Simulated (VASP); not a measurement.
Computed with RPBE GGA, VASP's PBE PAW potentials (set 64) (plane waves; VASP 6.6.1).

VASP ran on this input.

INCAR:
```
SYSTEM = In
PREC = Accurate; ENCUT = 520; LREAL = F
LASPH = T
EDIFF = 1E-6; NELM = 100; ALGO = Normal
LMAXMIX = 4
ISMEAR = 1; SIGMA = 0.1
GGA = RP
IBRION = 2; NSW = 60; ISIF = 3
EDIFFG = -0.01
LWAVE = F; LCHARG = F
```

KPOINTS:
```
Automatic mesh
0
Gamma
14 14 14
0 0 0
```

**POSCAR**
```
In
1
   -1.6687433312     1.6687433312     2.5727133856
    1.6687433312    -1.6687433312     2.5727133856
    1.6687433312     1.6687433312    -2.5727133856
In
1
Direct
  0.0000000000   0.0000000000   0.0000000000
```

POTCAR, in this order: In_d (PBE.64 set). Program: vasp_std.

### Question
What will the output report for the number of irreducible k-points (NKPTS), largest plane-wave count, number of space-group operations, FFT grid (NGX, NGY, NGZ)?

### Answer

- number of irreducible k-points (NKPTS) = 244
- largest plane-wave count = 794
- number of space-group operations = 16
- FFT grid (NGX, NGY, NGZ) = 28 × 28 × 28

The compound is In in the bct structure. It was relaxed first, which changed the volume by +10 %. The start is the result of an earlier pass.
